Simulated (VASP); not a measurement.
Level of theory: r2SCAN meta-GGA, VASP's PBE PAW potentials (set 64) (plane waves; VASP).

VASP input:

**INCAR**
```
SYSTEM = Ni(111) slab
PREC = Normal; ENCUT = 400; LREAL = .False.
LASPH = .True.
EDIFF = 1E-5; NELM = 100; NELMIN = 4
ALGO = Normal; LMAXMIX = 4; LMIXTAU = .True.
ISMEAR = 1; SIGMA = 0.1
METAGGA = R2SCAN
ISPIN = 2; MAGMOM = 5*0.8
IBRION = 2; NSW = 50; ISIF = 2
EDIFFG = -0.03
LWAVE = .True.; LCHARG = .False.; LORBIT = 10
DIPOL = 0.5 0.5 0.5
LDIPOL = .True.; IDIPOL = 3
```

File POSCAR:
```
Ni(111) slab
1.0
  2.4619225227   0.0000000000   0.0000000000
 -1.2309612614   2.1320873613   0.0000000000
  0.0000000000   0.0000000000  24.8874781023
Ni
5
direct
  0.6666670000   0.3333330000   0.3384610000
  0.3333330000   0.6666670000   0.4192300000
  0.0000000000   0.0000000000   0.5000000000
  0.6666670000   0.3333330000   0.5807700000
  0.3333330000   0.6666670000   0.6615390000
```

KPOINTS:
```
Automatic mesh
0
gamma
13 13 1
0 0 0
```

POTCAR, in this order: Ni (PBE.64 set). Program: vasp_std.

Question: Estimate the energy per atom (σ→0), cell moment, band gap (on the k-mesh).

Answer: 
```json
{
 "energy per atom (σ→0)": "-11.666 eV/atom",
 "cell_moment": "3.88 μB",
 "band gap (on the k-mesh)": "none (metal, semimetal or under 0.01 eV)"
}
```

OSZICAR:
```
...
DAV:   5    -0.583309277963E+02    0.24147E-04   -0.18467E-04  3016   0.317E-01    0.202E-02
DAV:   6    -0.583309995292E+02   -0.71733E-04   -0.16323E-04  2688   0.125E-01    0.151E-02
DAV:   7    -0.583310254595E+02   -0.25930E-04   -0.29478E-05  2208   0.708E-02    0.863E-03
DAV:   8    -0.583310080829E+02    0.17377E-04   -0.10069E-05  1736   0.321E-02    0.739E-03
DAV:   9    -0.583310263910E+02   -0.18308E-04   -0.26879E-06  1664   0.189E-02    0.383E-03
DAV:  10    -0.583310115705E+02    0.14821E-04   -0.15264E-06  1664   0.144E-02    0.142E-03
DAV:  11    -0.583310089637E+02    0.26068E-05   -0.25170E-06  1664   0.153E-02
  11 F= -.58331009E+02 E0= -.58331647E+02  d E =-.188379E-03  mag=     3.8760
```

The cell is a thin slab with vacuum, built from Ni (fcc): (111) face.
